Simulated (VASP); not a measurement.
All values below come from TPSS meta-GGA, VASP's PBE PAW potentials (set 64) (plane waves; VASP).

VASP ran on this input.

**KPOINTS**
```
Automatic mesh
0
Gamma
8 8 8
0 0 0
```

### POSCAR
```
MgSe
1
    0.0000000000     2.6906702117     2.6906702117
    2.6906702117     0.0000000000     2.6906702117
    2.6906702117     2.6906702117     0.0000000000
Mg Se
1 1
Direct
  0.0000000000   0.0000000000   0.0000000000
  0.5000000000   0.5000000000   0.5000000000
```

INCAR:
```
! general
SYSTEM  = MgSe
PREC    = Accurate
ENCUT   = 520
LREAL   = .FALSE.
LASPH   = .TRUE.

! electronic loop
EDIFF   = 1E-7
NELM    = 100
ALGO    = Normal
LMAXMIX = 4
LMIXTAU = .TRUE.

! smearing
ISMEAR  = 0
SIGMA   = 0.05

! functional
METAGGA = TPSS

! ions
ISIF    = 2

! output
LWAVE   = .FALSE.
LCHARG  = .FALSE.
```

POTCAR, in this order: Mg Se (PBE.64 set). Program: vasp_std.

### Question
What will the output report for the number of irreducible k-points (NKPTS), largest plane-wave count, number of space-group operations, FFT grid (NGX, NGY, NGZ)?

### Answer

| Quantity | Value |
|---|---|
| number of irreducible k-points (NKPTS) | 29 |
| largest plane-wave count | 1067 |
| number of space-group operations | 48 |
| FFT grid (NGX, NGY, NGZ) | 28 × 28 × 28 |

The compound is MgSe in the rock salt structure. This cell is one point of a volume scan, at 0.94 of the reference volume.
